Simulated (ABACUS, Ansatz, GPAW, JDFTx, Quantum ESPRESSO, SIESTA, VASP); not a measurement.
## SrCl2: 8 runs at one level of theory

```xyz
3
Lattice="0.0000 3.4884 3.4884 3.4884 0.0000 3.4884 3.4884 3.4884 0.0000" Properties=species:S:1:pos:R:3 pbc="T T T"
Sr    0.0000    0.0000    0.0000
Cl    5.2325    5.2325    5.2325
Cl    1.7442    1.7442    1.7442
```

Alike in all runs: task single point; functional PBEsol; k mesh 7 × 7 × 7; occupations fermi-dirac, width 0.05 eV; no spin polarisation; no spin-orbit coupling. Pressure is positive in compression and, in plane waves, holds the error of the finite cutoff, which Ansatz's Pulay term estimates and takes out.

```csv
program and potentials,plane-wave cutoff (eV),notes,pressure (GPa)
"Ansatz, Ansatz PAW",420,"potentials made for PBE, which Ansatz adapts in part",-1.06
"VASP, PBE PAW files Cl, Sr_sv, 520 eV",520,potentials made for PBE,-0.94
"Quantum ESPRESSO, GBRV 1.5 PBEsol",612,-,-1.08
"Ansatz, all-electron LAPW, scalar-relativistic",-,-,-1.06
"GPAW, PAW data sets generated for this functional",600,-,-0.99
"JDFTx, PseudoDojo-SR-PBEsol-0.4.1-standard with smoothed tails",925,-,-1.08
"SIESTA, files PseudoDojo sr-pbesol-0.4.1-standard, DZP (energy shift 0.003 Ry; two zetas on semicore shells; d shell added on Sr)",-,atomic basis,-0.85
"ABACUS, PseudoDojo NC SR 0.4.1 PBEsol standard, plane waves",925,-,-1.08
```

The pressure spans -1.08 (ABACUS, PseudoDojo NC SR 0.4.1 PBEsol standard, plane waves) to -0.85 GPa (SIESTA, files PseudoDojo sr-pbesol-0.4.1-standard, DZP (energy shift 0.003 Ry; two zetas on semicore shells; d shell added on Sr)), with all-electron results at -1.06. Rows in atomic bases carry the error of their basis and grid, which can be large.

Differences between rows come from potentials, basis sets and numerical settings, since the functional is the same but for its coding. Runs on potential files found faulty are left out.
